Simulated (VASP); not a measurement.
Calculation: PBEsol GGA, VASP's PBE PAW potentials (set 64) (plane waves; VASP).

VASP input:

File KPOINTS:
```
Automatic
0
G
 11 11 11
0 0 0
```

**INCAR**
```
SYSTEM = InSb
PREC = Accurate
ENCUT = 400
EDIFF = 1E-7
NELM = 100
ALGO = Normal
LREAL = .FALSE.
LASPH = .TRUE.
ISMEAR = -5
GGA = PS
LMAXMIX = 4
LWAVE = .FALSE.
LCHARG = .TRUE.
LORBIT = 11
NEDOS = 601
ISIF = 2
```

File POSCAR:
```
InSb
1
    0.0000000000     3.2592004851     3.2592004851
    3.2592004851     0.0000000000     3.2592004851
    3.2592004851     3.2592004851     0.0000000000
In Sb
1 1
Direct
  1.0000000000   1.0000000000   1.0000000000
  0.2500000000   0.2500000000   0.2500000000
```

POTCAR, in this order: In_d Sb (PBE.64 set). Program: vasp_std.

Output

OSZICAR:
```
       N       E                     dE             d eps       ncg     rms          rms(c)
DAV:   1     0.101903336882E+03    0.10190E+03   -0.69750E+03  1456   0.113E+03
DAV:   2    -0.116875600087E+01   -0.10307E+03   -0.10103E+03  1566   0.280E+02
DAV:   3    -0.766231690645E+01   -0.64936E+01   -0.64645E+01  1871   0.806E+01
DAV:   4    -0.783250930800E+01   -0.17019E+00   -0.17014E+00  1773   0.155E+01
DAV:   5    -0.784119634098E+01   -0.86870E-02   -0.86869E-02  2120   0.280E+00    0.395E+00
DAV:   6    -0.772278605746E+01    0.11841E+00   -0.20413E-01  2006   0.830E+00    0.224E+00
DAV:   7    -0.770046130638E+01    0.22325E-01   -0.74343E-02  1908   0.324E+00    0.617E-01
DAV:   8    -0.769966720809E+01    0.79410E-03   -0.77887E-03  1922   0.122E+00    0.259E-01
DAV:   9    -0.770004086680E+01   -0.37366E-03   -0.74024E-04  1621   0.286E-01    0.718E-02
DAV:  10    -0.770004555537E+01   -0.46886E-05   -0.38670E-05  2019   0.519E-02    0.370E-02
DAV:  11    -0.770006694128E+01   -0.21386E-04   -0.37172E-05  1576   0.553E-02    0.234E-02
DAV:  12    -0.770006742323E+01   -0.48196E-06   -0.11885E-06  1606   0.918E-03    0.594E-03
DAV:  13    -0.770006744608E+01   -0.22845E-07   -0.63583E-07  1591   0.778E-03
   1 F= -.77000674E+01 E0= -.77000674E+01  d E =0.000000E+00
```

File OUTCAR:
```
------------------------ aborting loop because EDIFF is reached ----------------------------------------
  FORCE on cell =-STRESS in cart. coord.  units (eV):
  Direction    XX          YY          ZZ          XY          YZ          ZX
  --------------------------------------------------------------------------------------
  Total        0.0054289      0.0054289      0.0054289      0.0000000      0.0000000     -0.0000000
  in kB        0.1256204      0.1256204      0.1256204      0.0000000      0.0000000     -0.0000000
  external PRESSURE =       0.1256204 kB  Pullay stress =       0.0000000 kB
  volume of cell :       69.24
      direct lattice vectors                 reciprocal lattice vectors
     0.000000000  3.259200485  3.259200485    -0.153411857  0.153411857  0.153411857
     3.259200485  0.000000000  3.259200485     0.153411857 -0.153411857  0.153411857
     3.259200485  3.259200485  0.000000000     0.153411857  0.153411857 -0.153411857
  FREE ENERGIE OF THE ION-ELECTRON SYSTEM (eV)
  ---------------------------------------------------
  free  energy   TOTEN  =        -7.7000674461 eV

  energy  without entropy=       -7.7000674461  energy(sigma->0) =       -7.70006745

 total charge

# of ion       s       p       d       tot
------------------------------------------
    1        0.872   0.701   9.864  11.437
    2        1.141   1.319   0.019   2.479
--------------------------------------------------
tot          2.013   2.020   9.883  13.916
```
(Selected blocks of OUTCAR.)

**OUTCAR**
```
 val. band max:        4.7718895897   @ k =   0.0000   0.0000   0.0000

 cond. band min:       4.7718897321   @ k =   0.0000   0.0000   0.0000


 Fermi energy:         4.7717721046

 k-point     1 :       0.0000    0.0000    0.0000
  band No.  band energies     occupation
      1      -9.7298      2.00000
      2      -9.7298      2.00000
      3      -9.7298      2.00000
      4      -9.6483      2.00000
      5      -9.6483      2.00000
      6      -5.8628      2.00000
      7       4.4081      2.00000
      8       4.7719      2.00000
      9       4.7719      2.00000
     10       4.7719      0.00000
     11       7.7052      0.00000
     12       7.7052      0.00000
     13       7.7052      0.00000

 k-point     2 :       0.0909    0.0000    0.0000
  band No.  band energies     occupation
      1      -9.7336      2.00000
      2      -9.7282      2.00000
      3      -9.7282      2.00000
      4      -9.6484      2.00000
      5      -9.6484      2.00000
      6      -5.7891      2.00000
      7       3.3499      2.00000
      8       4.6568      2.00000
      9       4.6568      2.00000
     10       5.4650      0.00000
     11       7.8492      0.00000
     12       7.8658      0.00000
     13       7.8658      0.00000

 k-point     3 :       0.1818    0.0000    0.0000
  band No.  band energies     occupation
      1      -9.7434      2.00000
      2      -9.7239      2.00000
      3      -9.7239      2.00000
      4      -9.6486      2.00000
      5      -9.6486      2.00000
      6      -5.5748      2.00000
      7       2.0659      2.00000
      8       4.3967      2.00000
      9       4.3967      2.00000
     10       5.6503      0.00000
     11       8.2097      0.00000
     12       8.2097      0.00000
     13       8.5566      0.00000

 k-point     4 :       0.2727    0.0000    0.0000
  band No.  band energies     occupation
      1      -9.7562      2.00000
      2      -9.7187      2.00000
      3      -9.7187      2.00000
...
```

For a metal the tetrahedron method with Blöchl corrections gives inexact stress and forces. Unless said otherwise, spin-orbit coupling is left out, though it shifts the bands of the heavy elements here.

The compound is InSb in the zinc blende structure. It was relaxed first.
